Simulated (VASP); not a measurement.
NaF (relaxed from the rock salt structure, space group Fm-3m): computed properties

Calculation: r2SCAN meta-GGA, VASP's PBE PAW potentials (set 64) (plane waves; VASP).

```yaml
space_group: Fm-3m (225)
cell: a = 4.5723 Å, b = 4.5723 Å, c = 4.5723 Å, α = 90.00°, β = 90.00°, γ = 90.00°
volume_per_atom: 11.95 Å^3/atom
band gap (over mesh and band path): 7.41 eV
smallest direct gap (over mesh and band path): 7.41 eV
band_edge_character: direct, Γ to Γ
density: 2.92 g/cm³
```

```cif
data_F4Na4
_chemical_formula_sum 'Na4 F4'
_space_group_name_H-M_alt 'Fm-3m'
_space_group_IT_number 225
_space_group_name_Hall '-F 4 2 3'
_cell_length_a 4.57235
_cell_length_b 4.57235
_cell_length_c 4.57235
_cell_angle_alpha 90.000
_cell_angle_beta 90.000
_cell_angle_gamma 90.000
loop_
_atom_site_label
_atom_site_type_symbol
_atom_site_symmetry_multiplicity
_atom_site_Wyckoff_symbol
_atom_site_fract_x
_atom_site_fract_y
_atom_site_fract_z
_atom_site_occupancy
Na1 Na 4 a 0.00000 0.00000 0.00000 1
F1 F 4 b 0.50000 0.50000 0.50000 1
```
(The calculation used a cell of 2 atoms; values per cell refer to that cell.)

The structure was generated: NaF was put into the rock salt type (Fm-3m), which need not be its known phase. It was relaxed first, which changed the volume by -14 %. Symmetry was kept, so distortions that lower it aren't found.
